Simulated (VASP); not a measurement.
Data:

```
CELL_PARAMETERS angstrom
      0.00000     2.52177     2.52177
      2.52177     0.00000     2.52177
      2.52177     2.52177     0.00000
ATOMIC_POSITIONS crystal
  Mg 0.00000 0.00000 0.00000
  S  0.50000 0.50000 0.50000
```

Computed with PBE GGA with D3 dispersion (Becke-Johnson damping), VASP's PBE PAW potentials (set 64) (plane waves; VASP). Run with 520 eV cut-off, 9×9×9 Γ-centred mesh, Gaussian smearing of 0.050 eV, potentials Mg S.

### Question
Estimate the energy per atom (σ→0), pressure.

### Answer

| Property | Value |
|---|---|
| energy per atom (σ→0) | -4.593 eV/atom |
| pressure | 57.5 kbar |

The compound is MgS in the rock salt structure. This cell is one point of a volume scan, at 0.94 of the reference volume.
